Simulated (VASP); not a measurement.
Output of a VASP run:

### OSZICAR
```
...
DAV:   7    -0.218694301096E+02    0.18988E-05   -0.12101E-05  1231   0.195E-02    0.166E-02
DAV:   8    -0.218694301343E+02   -0.24735E-07   -0.31271E-07   615   0.299E-03
   6 F= -.21869430E+02 E0= -.21869430E+02  d E =-.125795E-01
       N       E                     dE             d eps       ncg     rms          rms(c)
DAV:   1    -0.218729131610E+02   -0.34831E-02   -0.83119E-02  1014   0.186E+00    0.405E-01
DAV:   2    -0.218717254199E+02    0.11877E-02   -0.30615E-02  1205   0.866E-01    0.337E-01
DAV:   3    -0.218703592012E+02    0.13662E-02   -0.73926E-03  1126   0.333E-01    0.805E-02
DAV:   4    -0.218703215311E+02    0.37670E-04   -0.68940E-04  1185   0.109E-01    0.653E-02
DAV:   5    -0.218702879011E+02    0.33630E-04   -0.15174E-04  1248   0.648E-02    0.720E-02
DAV:   6    -0.218702866676E+02    0.12336E-05   -0.14970E-05  1095   0.167E-02    0.281E-02
DAV:   7    -0.218702861439E+02    0.52370E-06   -0.15210E-06   643   0.711E-03
   7 F= -.21870286E+02 E0= -.21870286E+02  d E =-.856010E-03
       N       E                     dE             d eps       ncg     rms          rms(c)
DAV:   1    -0.218956986186E+02   -0.25412E-01   -0.74384E-01  1007   0.557E+00    0.122E+00
DAV:   2    -0.218852396092E+02    0.10459E-01   -0.27920E-01  1191   0.261E+00    0.101E+00
DAV:   3    -0.218727371524E+02    0.12502E-01   -0.66986E-02  1120   0.100E+00    0.243E-01
DAV:   4    -0.218724356604E+02    0.30149E-03   -0.63496E-03  1207   0.326E-01    0.195E-01
DAV:   5    -0.218721162987E+02    0.31936E-03   -0.14108E-03  1225   0.196E-01    0.215E-01
DAV:   6    -0.218721164393E+02   -0.14056E-06   -0.13215E-04  1183   0.501E-02    0.879E-02
DAV:   7    -0.218721150762E+02    0.13631E-05   -0.14718E-05  1202   0.186E-02    0.417E-02
DAV:   8    -0.218721153408E+02   -0.26463E-06   -0.22969E-06   862   0.678E-03
   8 F= -.21872115E+02 E0= -.21872115E+02  d E =-.268521E-02
       N       E                     dE             d eps       ncg     rms          rms(c)
DAV:   1    -0.219670995411E+02   -0.94984E-01   -0.29504E+00  1007   0.111E+01    0.246E+00
DAV:   2    -0.219271543203E+02    0.39945E-01   -0.11525E+00  1191   0.528E+00    0.202E+00
DAV:   3    -0.218752510084E+02    0.51903E-01   -0.26838E-01  1120   0.203E+00    0.484E-01
DAV:   4    -0.218742129468E+02    0.10381E-02   -0.26351E-02  1215   0.648E-01    0.393E-01
DAV:   5    -0.218728293458E+02    0.13836E-02   -0.57861E-03  1218   0.393E-01    0.434E-01
DAV:   6    -0.218728350579E+02   -0.57121E-05   -0.52110E-04  1126   0.101E-01    0.193E-01
DAV:   7    -0.218728345280E+02    0.52994E-06   -0.51032E-05  1354   0.319E-02    0.810E-02
DAV:   8    -0.218728336074E+02    0.92052E-06   -0.85654E-06  1011   0.118E-02
   9 F= -.21872834E+02 E0= -.21872834E+02  d E =-.340347E-02
       N       E                     dE             d eps       ncg     rms          rms(c)
DAV:   1    -0.218734958696E+02   -0.66134E-03   -0.44085E-02   992   0.124E+00    0.255E-01
DAV:   2    -0.218732759406E+02    0.21993E-03   -0.24964E-03  1141   0.271E-01    0.858E-02
DAV:   3    -0.218731954043E+02    0.80536E-04   -0.56806E-04  1233   0.931E-02    0.921E-02
DAV:   4    -0.218731743796E+02    0.21025E-04   -0.13246E-04  1199   0.544E-02    0.307E-02
DAV:   5    -0.218731666411E+02    0.77385E-05   -0.46475E-05  1111   0.379E-02    0.181E-02
DAV:   6    -0.218731675451E+02   -0.90400E-06   -0.37214E-06  1011   0.919E-03
  10 F= -.21873168E+02 E0= -.21873168E+02  d E =-.333938E-03
```

File OUTCAR:
```
------------------------ aborting loop because EDIFF is reached ----------------------------------------
  FORCE on cell =-STRESS in cart. coord.  units (eV):
  Direction    XX          YY          ZZ          XY          YZ          ZX
  --------------------------------------------------------------------------------------
  Total       -0.0918770     -0.0918769     -0.1041226     -0.0000000     -0.0000000      0.0000000
  in kB       -0.9314286     -0.9314284     -1.0555725     -0.0000000     -0.0000000      0.0000000
  external PRESSURE =      -0.9728098 kB  Pullay stress =       0.0000000 kB
  volume of cell :      158.04
      direct lattice vectors                 reciprocal lattice vectors
     1.786919717 -3.095035298 -0.000000000     0.279811116 -0.161549046  0.000000000
     1.786919717  3.095035298  0.000000000     0.279811116  0.161549046 -0.000000000
     0.000000000  0.000000000 14.287851759     0.000000000 -0.000000000  0.069989528
 POSITION                                       TOTAL-FORCE (eV/Angst)
 -----------------------------------------------------------------------------------
      1.78692      1.03168     12.52976         0.000000     -0.000000      0.001736
      1.78692     -1.03168      5.38584         0.000000      0.000000      0.001736
      1.78692     -1.03168      1.75809         0.000000     -0.000000     -0.001736
      1.78692      1.03168      8.90201         0.000000     -0.000000     -0.001736
      1.78692      1.03168      3.57196         0.000000      0.000000     -0.000000
      1.78692     -1.03168     10.71589        -0.000000     -0.000000     -0.000000
 -----------------------------------------------------------------------------------
    total drift:                                0.000000      0.001662     -0.000023
  FREE ENERGIE OF THE ION-ELECTRON SYSTEM (eV)
  ---------------------------------------------------
  free  energy   TOTEN  =       -21.8731675451 eV

  energy  without entropy=      -21.8731675451  energy(sigma->0) =      -21.87316755

 reached required accuracy - stopping structural energy minimisation
```
(Selected blocks of OUTCAR.)

POSCAR:
```
MoTe2
1
    1.7487211890    -3.0288735344     0.0000000000
    1.7487211890     3.0288735344     0.0000000000
    0.0000000000    -0.0000000000    13.9731535570
Te Mo
4 2
Direct
  0.3333330000   0.6666670000   0.8791597395
  0.6666670000   0.3333330000   0.3791597395
  0.6666670000   0.3333330000   0.1208402605
  0.3333330000   0.6666670000   0.6208402605
  0.3333330000   0.6666670000   0.2500000000
  0.6666670000   0.3333330000   0.7500000000
```

Question: Write an INCAR and KPOINTS that could have produced this output.

Answer: Several could match; the one computed here: the input of the run itself, optB88-vdW, plane waves, VASP's PBE PAW potentials (set 64).

INCAR:
```
# general
SYSTEM   = MoTe2
PREC     = Accurate
ENCUT    = 520   # plane-wave cut-off (eV)
LREAL    = .False.   # projection in real space or not
LASPH    = .True.   # aspherical one-centre terms

# electronic loop
EDIFF    = 1E-6
NELM     = 100   # most electronic steps
ALGO     = Normal
LMAXMIX  = 4   # l cut-off of mixed one-centre charges

# smearing
ISMEAR   = 0   # Gaussian
SIGMA    = 0.05   # width (eV)

# functional
GGA      = BO
LUSE_VDW = .True.
AGGAC    = 0.0
PARAM1   = 0.1833333333
PARAM2   = 0.22

# ions
IBRION   = 2   # conjugate gradients
NSW      = 60   # most ionic steps
ISIF     = 3
EDIFFG   = -0.02   # ionic stop

# output
LWAVE    = .False.
LCHARG   = .False.
```

KPOINTS:
```
Automatic mesh
0
Gamma
  7 7 2
0 0 0
```

POTCAR, in this order: Te Mo_sv (PBE.64 set). Program: vasp_std.

Energy and stress use the plane-wave basis of the starting cell.

The compound is MoTe2 in the 2H layered structure. This run relaxes it. Symmetry was kept, so distortions that lower it aren't found. The start is the result of an earlier pass.
